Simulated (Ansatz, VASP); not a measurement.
# Cross-check of ScOs2 between VASP and Ansatz, part 2 of 2

One calculation is typed for both programs; each brings its own data sets. How far apart do they land? The cell is taken from a series of runs on this material, whose earlier steps may have relaxed, scaled, displaced or heated it; both programs get it as it stands.

VASP 6.6.1 and Ansatz 0.2.0.

So far: The starting structure; VASP: relaxation of cell and atoms, LDA.

### Step 3. Ansatz: relaxation of cell and atoms, LDA

Level of this step: Ansatz beside VASP: Kohn-Sham DFT, plane waves, LDA (Ansatz).

Ansatz runs on its PAW soft_1 files.

The same cell, functional (in two slightly different forms), mesh and smearing now go to Ansatz.

input.yaml reads:

```yaml
crystal:
  lattice:
    - [5.1091368766, 0.0, 0.0]
    - [-2.5545684383, 4.4246423266, 0.0]
    - [0.0, 0.0, 8.4816529458]
  atoms:
    - { symbol: Sc, position: [0.3333333333, 0.6666666667, 0.4322731129] }
    - { symbol: Sc, position: [0.6666666667, 0.3333333333, 0.5677268871] }
    - { symbol: Sc, position: [0.6666666667, 0.3333333333, 0.9322731129] }
    - { symbol: Sc, position: [0.3333333333, 0.6666666667, 0.0677268871] }
    - { symbol: Os, position: [0.1732020508, 0.3464041016, 0.75] }
    - { symbol: Os, position: [0.1732020508, 0.8267979492, 0.75] }
    - { symbol: Os, position: [0.3464041016, 0.1732020508, 0.25] }
    - { symbol: Os, position: [0.8267979492, 0.6535958984, 0.25] }
    - { symbol: Os, position: [0.6535958984, 0.8267979492, 0.75] }
    - { symbol: Os, position: [0.0, 0.0, 0.0] }
    - { symbol: Os, position: [0.8267979492, 0.1732020508, 0.25] }
    - { symbol: Os, position: [0.0, 0.0, 0.5] }
kpoints:
  mp_grid: { grid: [6, 6, 2] }
hamiltonian:
  xc: lda
  pseudopotentials: { kind: paw, azcp: { folder: soft_1 }, xc_functional: pbe }
scf:
  occupations: { method: gaussian, width: 0.1 }
output:
  forces: true
  stress: true
  eigenvalues: true
  write_density: true
  write_potential: true
  elf: true
  volumetric_format: npy
basis:
  ecutwfc: 260.0
relax:
  adjacent_minimum: "off"
  f_tol: 0.005
  max_steps: 80
  cell: { stress_tol: 0.05 }
```

Command:

```sh
$ ansatz run input.yaml --threads 4 --pin off --max-ram 8192MiB --backend cpu --events-out ev --progress --plain --runs-dir out
```

Numbers of over 12 decimals in the logs are rounded to 6 here.

Log:

```text
Warning: basis.ecutwfc = 260 eV is below the records' recommended 420 eV, and the density's cutoff is lower with it unless basis.ecutrho_ratio is high enough to keep the records' density cutoff: compare with a run at a higher cutoff
Engine: ansatz 0.2.0, x86_64-unknown-linux-gnu
Pseudopotentials: kind: paw
Pseudopotential: Sc, paw, valence charge 11, recommended cutoff 420 eV (normal), soft_1/Sc.paw.azcp
Pseudopotential: Os, paw, valence charge 16, recommended cutoff 420 eV (normal), soft_1/Os.paw.azcp
Functional definition: SPW92
  exchange = slater_x
  correlation = pw_c
Crystal: 12 atoms, lattice volume = 191.737 Å³
Basis set: ecut = 260 eV, 1811 PW (Γ)
Bands: 104, of which v1, the nominal top of the filled ones, is band 86 counted from 1 (85 counted from 0)
Symmetry: 24 space group operations
Space group: P63/mmc (ITA 194), of the structure as read, at distance tolerance 5.8e-5 Å
k-points: 14 of 72
Non-local potential: Sc, projectors of the file, l = 0: 3, l = 1: 2, l = 2: 3, l = 3: 1
Non-local potential: Os, projectors of the file, l = 0: 3, l = 1: 2, l = 2: 2, l = 3: 1
PAW form: soft (Blöchl's): semilocal exchange-correlation on the pseudo side does not see the compensation charge
PAW frozen core: Sc, regenerated for the run's functional, and the local potential with it (the file was generated under x = pbe(κ = 0.804, μ = 0.219515), c = pbe(β = 0.066725))
PAW frozen core: Os, regenerated for the run's functional, and the local potential with it (the file was generated under x = pbe(κ = 0.804, μ = 0.219515), c = pbe(β = 0.066725))
PAW one-centre angular grid: Sc, 590 points (default); XC on 64 Gauss nodes
PAW one-centre angular grid: Os, 590 points (default); XC on 64 Gauss nodes
Initial density: superposition of atomic densities (chi_scale 0.1, normalization cell, long waves kept (reshape's long-wave potential 0.00 eV rms))
Initial wavefunctions: pseudopotential atomic-orbital guess
Functional: x = slater, c = lda
SCF iter   1: F=—  HF=-97323.916683 eV  |F-HF|=—  |Δ(HF+E_count)|=         —  Δρ=1.51e-1  dr2=1.02e2  ethr=3.10e-3  ⟨swp⟩=4.1  Hψ=4279  notcnv=0
preconditioner: auto → Kerker (q_TF=auto, 2.679 Å⁻¹)  [metal: Δε(μ)=0.032 eV  Ē_g=4.736 eV  σ=0.100 eV  W_gap=0.17  n_scr=66 (ndim 8)  ℏωp=23.4 eV  f_vac=0.000  D(μ)=15.66/eV (n_scr^D=184)]
SCF iter   2: F=—  HF=-97315.410536 eV  |F-HF|=—  |Δ(HF+E_count)|=    8.51e0  Δρ=7.28e-2  dr2=2.49e1  ethr=3.10e-3  ⟨swp⟩=2.0  Hψ=2318  notcnv=0  defer=111
SCF iter   3: F=—  HF=-97312.648372 eV  |F-HF|=—  |Δ(HF+E_count)|=    2.76e0  Δρ=1.28e-2  dr2=6.83e-1  ethr=3.10e-3  ⟨swp⟩=3.1  Hψ=2424  notcnv=0  defer=114
SCF iter   4: F=—  HF=-97312.527007 eV  |F-HF|=—  |Δ(HF+E_count)|=   1.21e-1  Δρ=2.88e-3  dr2=2.05e-2  ethr=3.97e-4  ⟨swp⟩=2.3  Hψ=1804  notcnv=0  defer=114
[...]
k-point 1: bands = [... 82 lower, 19.5698, 19.5698, 19.7968, 19.7968, 20.0022, 20.0022, 20.0022, 20.0022, ... 14 higher]
  k-point 2: bands = [... 82 lower, 19.3341, 19.6518, 19.6920, 19.9056, 19.9350, 20.0848, 20.1142, 20.3060, ... 14 higher]
  k-point 13: bands = [... 82 lower, 18.4294, 18.4294, 18.8684, 18.8684, 19.3748, 19.3748, 19.8325, 19.8325, ... 14 higher]
--- Relaxed structure (12 steps of the walk, 10 accepted, 5 SCFs on fresh bases) ---
  F+E_penalty+E_count = -97312.58002347 eV   max|allowed force component| = 2.265e-3 eV/Å   (the final SCF, on the basis selected at the relaxed cell)
  cell:  # Å, volume = 191.2334 Å³
    - [5.130369, 0, 0.0]
    - [-2.565184, 4.443030, 0.0]
    - [0.0, 0.0, 8.389499]
  atoms:
    - { symbol: Sc, position: [0.333333, 0.666667, 0.432153] }
    - { symbol: Sc, position: [0.666667, 0.333333, 0.567847] }
    - { symbol: Sc, position: [0.666667, 0.333333, 0.932153] }
    - { symbol: Sc, position: [0.333333, 0.666667, 0.067847] }
    - { symbol: Os, position: [0.173754, 0.347509, 0.750000] }
    - { symbol: Os, position: [0.173754, 0.826246, 0.750000] }
    - { symbol: Os, position: [0.347509, 0.173754, 0.25] }
    - { symbol: Os, position: [0.826246, 0.652491, 0.25] }
    - { symbol: Os, position: [0.652491, 0.826246, 0.750000] }
    - { symbol: Os, position: [0, 0, 0] }
    - { symbol: Os, position: [0.826246, 0.173754, 0.25] }
    - { symbol: Os, position: [0, 0, 0.5] }
```

### Step 4. Differences

Known differences besides the potentials themselves: the data sets hold 172 valence electrons in Ansatz (on its PAW soft_1 files) and 108 in VASP; the cutoff is 260 eV in Ansatz and 600 eV in VASP; VASP's log shows a relativistic correction to its local exchange, Ansatz's none; Ansatz's log warns that its cutoff lies below the recommended one. Total energies have different zeros and are not compared.

The two programs side by side:

| quantity | Ansatz | VASP | difference |
| --- | --- | --- | --- |
| volume (Å³) | 191.23 | 191.50 | -0.14 % |
| edge a after relaxation, in the typed setting (Å) | 5.130 | 5.137 | -0.13 % |
| edge c after relaxation, in the typed setting (Å) | 8.389 | 8.379 | +0.12 % |

### Step 5. What came out

| Quantity | Value |
| --- | --- |
| difference in volume (relaxation of cell and atoms, LDA) | -0.14 % |

What this shows: The difference in volume is -0.14 % (relaxation of cell and atoms, LDA), within the 1.2 % picked in this series as the mark of a large difference, as far as the stopping tolerances let one tell. The data sets hold unlike numbers of valence electrons (172 in Ansatz and 108 in VASP), so part of the differences may come from the potentials. How closely two codes agree says nothing of how well the functional describes the real material.

[Lines on the potential files, build, host, timing and source positions are cut from VASP's logs without a mark.]

[Logs are printed without paths, hosts, clocks, repeated set-up lines and the standing remarks that a program may print on its own settings, such as how far it seeks lower states.]

[Hosts, paths, dates, database ids (printed as entryN), source tags and the programs' standing remarks are cut or masked in the printed files.]
